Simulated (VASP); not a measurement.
Here is the system:

```xyz
9
Lattice="7.5959 0.0000 0.0000 -3.7980 6.5783 0.0000 0.0000 0.0000 3.9240" Properties=species:S:1:pos:R:3 pbc="T T T"
Gd     4.5193     0.0000     3.9240
Gd     1.5383     2.6645     0.0000
Gd    -2.2597     3.9138     0.0000
Pd    -3.7980     6.5783     0.0000
Pd     3.7980     2.1928     1.9620
Pd     0.0000     4.3855     1.9620
Cd    -1.8505     6.5783     1.9620
Cd     2.8242     4.8917     1.9620
Cd     6.6222     1.6866     1.9620
```

Method: r2SCAN meta-GGA, VASP's PBE PAW potentials (set 64) (plane waves; VASP). Numerical set-up: 400 eV cut-off, 5×5×9 Γ-centred mesh, tetrahedra with Blöchl corrections, potentials Gd_3 Pd Cd.

The 4f electrons are frozen in the core of the lanthanide potential, so 4f levels, which can set the real gap, and their magnetism are missing.

What does the run give for the energy per atom (σ→0), band gap (over mesh and band path) with the smallest direct gap where there is one?

```
Property                                                              Result
----------------------------------  ----------------------------------------
band gap (over mesh and band path)  none (metal, semimetal or under 0.01 eV)
energy per atom (σ→0)                                        -25296 meV/atom
```

The structure comes from a measured GdCdPd entry (P-62m) of the Crystallography Open Database, whose conditions weren't checked. It was relaxed first. The electron count is odd and the run is not spin-polarised, which forces a metal.
